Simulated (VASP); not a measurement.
**BeSb: relaxation of cell and atoms with PBE**

The system is BeSb.

```
Be Sb
1.0
     3.87910    0.00000    0.00000
    -1.93955    3.35940    0.00000
     0.00000    0.00000    3.03755
Be Sb
1 1
Cartesian
  0.0000 0.0000 0.0000
  0.0000 2.2396 1.5188
```

The cell was built by a generator and needn't be a form met in nature.

| Item | Value |
| --- | --- |
| Program | VASP 6.6.1 |
| Task | relaxation of cell and atoms |
| Functional | PBE |
| Potentials or basis | VASP PAW PBE potentials, release 64 (Be, Sb) |
| Cutoff | 600 eV |
| k mesh | 6 × 6 × 7 |
| Occupations | fermi-dirac, width 0.05 eV |
| Spin | spin-orbit coupling, no magnetisation |
| Further INCAR settings | ALGO = Fast; EDIFF = 1e-06; IBRION = 2; EDIFFG = -0.01; NSW = 40; ISIF = 3 |

- Relaxed volume: 19.98 Å³/atom
- Relaxed cell: a = 3.918 Å, b = 3.918 Å, c = 3.006 Å, α = 90.00°, β = 90.00°, γ = 120.00°
- Space group after relaxing (to 0.05 Å): P-6m2 (No. 187)
- Energy gained by relaxing: 3.4 meV/atom
- Ionic steps: 5
- Pressure after relaxing: 0.0 GPa
- Valence electrons inside the program's atomic spheres: Be 0.82; Sb 2.44

The path:
```tsv
step	energy change (eV)	largest force (eV/Å)	pressure (GPa)	volume (Å³)
1	0.0000	0.0001	0.15	39.58
2	-0.0062	0.0000	0.52	39.69
3	-0.0063	0.0000	0.49	39.68
4	-0.0067	0.0000	-0.09	40.03
5	-0.0067	0.0000	0.00	39.97
```

Final structure:
```
CELL_PARAMETERS angstrom
3.91839 -0.00001 0.00000
-1.95920 3.39342 0.00000
0.00000 0.00000 3.00576
ATOMIC_POSITIONS crystal
Be 0.00000 0.00000 0.00000
Sb 0.33333 0.66667 0.50000
```

Run time: 6 min on 1 thread of AMD EPYC 7R43 64-Core Processor (Zen 3) (shared host), peak memory 0.28 GiB.
